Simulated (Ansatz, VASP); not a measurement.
Two plane-wave programs on PtF

```
CELL_PARAMETERS angstrom
2.58097 -2.89240 0.00000
2.58097 2.89240 0.00000
0.00000 0.00000 5.97247
ATOMIC_POSITIONS crystal
Pt 0.79725 0.20275 0.50000
Pt 0.20275 0.79725 0.50000
F 0.50000 0.50000 0.28271
F 0.50000 0.50000 0.71729
```

Alike in both runs: functional PBE; k mesh 10 × 10 × 6; occupations gaussian, width 0.02 eV; no spin polarisation.

Ansatz relaxed the structure, and its values are those at the end. VASP's run is a single point on that final structure, the one shown.

|  | VASP | Ansatz |
| --- | --- | --- |
| version | VASP 6.6.1 | Ansatz 0.2.0 |
| potentials or method | VASP PAW PBE potentials, release 64 (Pt, F) | scalar-relativistic, plane waves, PAW |
| plane-wave cutoff (eV) | 520 | 420 |
| valence electrons in the cell | 34 | 50 |

```tsv
	VASP	Ansatz	Ansatz less VASP
gap on the k mesh at the Fermi level (eV)	0.07	0.07	+0.004
least direct gap on the mesh (eV)	0.31	0.28	-0.025
pressure (GPa)	-0.3	0.0	+0.26
rms of the force components (eV/Å)	0.030	0.000	-0.0301
```

The two sets of potentials don't hold the same shells in valence.

Caveats: spin-orbit coupling is left out, which moves the levels of the heavy elements.
